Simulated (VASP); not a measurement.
Here is the system:

```
CELL_PARAMETERS angstrom
      3.07515     0.00000     0.00000
      0.00000     3.07515     0.00000
      0.00000     0.00000     3.07515
ATOMIC_POSITIONS crystal
  Zn 0.50000 0.50000 0.50000
  Au 0.00000 0.00000 0.00000
```

These are vdW-DF-cx, VASP's PBE PAW potentials (set 64) (plane waves; VASP 6.6.1) values and carry that method's errors. Settings: 520 eV cut-off, 12×12×12 Γ-centred mesh, first-order Methfessel-Paxton smearing of 0.10 eV, potentials Zn Au.

Give the stress tensor in GPa (positive for a compressed cell).

```
10.30   0.00   0.00
 0.00  10.30   0.00
 0.00   0.00  10.30
```
The pressure is its mean diagonal, 10.30 GPa.

The compound is AuZn in the CsCl type structure. This cell is one point of a volume scan, at 0.94 of the reference volume. The electron count is odd and the run is not spin-polarised, which forces a metal.
